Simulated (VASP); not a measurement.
Consider the following.

```xyz
63
Lattice="7.2489 0.0000 0.0000 0.0000 7.2489 0.0000 0.0000 0.0000 7.2489" Properties=species:S:1:pos:R:3 pbc="T T T"
B      3.6260     7.2451     7.2450
B      5.4379     1.8089     7.2425
B      5.4368     7.2427     1.8083
B      0.0001     7.2450     7.2445
B      1.8124     1.8083     0.0004
B      3.6252     3.6211     7.2448
B      5.4368     5.4326     7.2477
B      1.8126     7.2480     1.8065
B      3.6234     1.8232     1.8207
B      5.4253     3.6211     1.8196
B      3.6252     7.2450     3.6198
B      5.4241     1.8228     3.6217
B      5.4381     7.2474     5.4319
B      7.2486     3.6218     7.2447
B      1.8129     5.4339     7.2417
B      0.0025     1.8093     1.8071
B      1.8263     3.6199     1.8200
B      3.6251     5.4222     1.8188
B      7.2487     7.2451     3.6190
B      1.8194     1.8153     3.6147
B      5.4258     5.4216     3.6197
B      1.8127     7.2405     5.4325
B      3.6299     1.8151     5.4254
B      5.4244     3.6195     5.4181
B      7.2461     5.4332     1.8077
B      0.0000     3.6213     3.6197
B      1.8266     5.4206     3.6209
B      7.2450     1.8085     5.4329
B      1.8199     3.6252     5.4249
B      3.6238     5.4200     5.4180
B      0.0030     5.4337     5.4319
N      4.5376     0.8937     0.8932
N      6.3532     2.7090     0.8918
N      6.3520     0.8939     2.7074
N      0.9059     0.9023     0.9015
N      2.7194     2.7158     0.9028
N      4.5297     4.5259     0.9032
N      6.3431     6.3395     0.9016
N      2.7192     0.9042     2.7150
N      4.6114     2.6361     2.6341
N      6.3419     4.5259     2.7151
N      4.5299     0.9040     4.5258
N      6.3422     2.7157     4.5253
N      6.3436     0.9021     6.3389
N      0.8971     4.5340     0.8924
N      2.7127     6.3497     0.8909
N      0.9082     2.7156     2.7151
N      2.6390     4.6090     2.6319
N      4.5298     6.3380     2.7151
N      0.8961     0.8920     4.5333
N      2.6207     2.6154     4.6242
N      4.6122     4.6076     4.6050
N      6.3536     6.3492     4.5318
N      2.7117     0.8918     6.3489
N      4.5299     2.7153     6.3367
N      6.3520     4.5337     6.3473
N      0.8972     6.3486     2.7069
N      0.9084     4.5256     4.5253
N      2.7198     6.3378     4.5250
N      0.8963     2.7076     6.3489
N      2.7197     4.5254     6.3361
N      4.5378     6.3479     6.3476
N      0.9062     6.3395     6.3385
```

All values below come from HSE06 screened hybrid, VASP's PBE PAW potentials (set 64) (plane waves; VASP). Run with PREC = Normal, LREAL = Auto, ISYM = 0, EDIFF = 1E-5, 400 eV cut-off, 1×1×1 Γ-centred mesh, Gaussian smearing of 0.050 eV, potentials B N. Starting moments (MAGMOM): 63*0.0159. The cell's moment is fixed (NUPDOWN = 1).

The supercell is sampled at Γ alone, which is coarse: total energies, pressure and levels can be off, energies of defects by several tenths of an eV.

Problem. Estimate the cell moment, energy per atom (σ→0).

Solution. 
* **cell moment**: 1.00 μB
* **energy per atom (σ→0)**: -10.075 eV/atom

Problem. Give the moment on each site (PAW-sphere projection).

Solution. 
```json
[
 {"site": "B1", "moment (μB)": "0.00"},
 {"site": "B2", "moment (μB)": "0.00"},
 {"site": "B3", "moment (μB)": "0.00"},
 {"site": "B4", "moment (μB)": "0.00"},
 {"site": "B5", "moment (μB)": "0.00"},
 {"site": "B6", "moment (μB)": "0.00"},
 {"site": "B7", "moment (μB)": "0.00"},
 {"site": "B8", "moment (μB)": "0.00"},
 {"site": "B9", "moment (μB)": "-0.01"},
 {"site": "B10", "moment (μB)": "-0.02"},
 {"site": "B11", "moment (μB)": "0.00"},
 {"site": "B12", "moment (μB)": "-0.01"},
 {"site": "B13", "moment (μB)": "0.00"},
 {"site": "B14", "moment (μB)": "0.00"},
 {"site": "B15", "moment (μB)": "0.00"},
 {"site": "B16", "moment (μB)": "0.00"},
 {"site": "B17", "moment (μB)": "-0.01"},
 {"site": "B18", "moment (μB)": "-0.02"},
 {"site": "B19", "moment (μB)": "0.00"},
 {"site": "B20", "moment (μB)": "0.02"},
 {"site": "B21", "moment (μB)": "-0.02"},
 {"site": "B22", "moment (μB)": "0.00"},
 {"site": "B23", "moment (μB)": "0.02"},
 {"site": "B24", "moment (μB)": "-0.01"},
 {"site": "B25", "moment (μB)": "0.00"},
 {"site": "B26", "moment (μB)": "0.00"},
 {"site": "B27", "moment (μB)": "-0.01"},
 {"site": "B28", "moment (μB)": "0.00"},
 {"site": "B29", "moment (μB)": "0.02"},
 {"site": "B30", "moment (μB)": "-0.01"},
 {"site": "B31", "moment (μB)": "0.00"},
 {"site": "N32", "moment (μB)": "0.04"},
 {"site": "N33", "moment (μB)": "0.02"},
 {"site": "N34", "moment (μB)": "0.04"},
 {"site": "N35", "moment (μB)": "0.00"},
 {"site": "N36", "moment (μB)": "0.01"},
 {"site": "N37", "moment (μB)": "0.00"},
 {"site": "N38", "moment (μB)": "0.01"},
 {"site": "N39", "moment (μB)": "0.00"},
 {"site": "N40", "moment (μB)": "0.37"},
 {"site": "N41", "moment (μB)": "0.00"},
 {"site": "N42", "moment (μB)": "0.00"},
 {"site": "N43", "moment (μB)": "0.01"},
 {"site": "N44", "moment (μB)": "0.00"},
 {"site": "N45", "moment (μB)": "0.04"},
 {"site": "N46", "moment (μB)": "0.02"},
 {"site": "N47", "moment (μB)": "0.00"},
 {"site": "N48", "moment (μB)": "0.38"},
 {"site": "N49", "moment (μB)": "0.00"},
 {"site": "N50", "moment (μB)": "-0.04"},
 {"site": "N51", "moment (μB)": "-0.51"},
 {"site": "N52", "moment (μB)": "0.38"},
 {"site": "N53", "moment (μB)": "0.02"},
 {"site": "N54", "moment (μB)": "-0.04"},
 {"site": "N55", "moment (μB)": "0.00"},
 {"site": "N56", "moment (μB)": "0.04"},
 {"site": "N57", "moment (μB)": "0.04"},
 {"site": "N58", "moment (μB)": "0.00"},
 {"site": "N59", "moment (μB)": "0.01"},
 {"site": "N60", "moment (μB)": "-0.04"},
 {"site": "N61", "moment (μB)": "0.00"},
 {"site": "N62", "moment (μB)": "0.04"},
 {"site": "N63", "moment (μB)": "0.00"}
]
```

Only differences to runs with the same potentials and settings are physical.

The cell is a supercell with a defect, built from BN (zinc blende): vac_B. The cell's shape comes from a PBE relaxation.
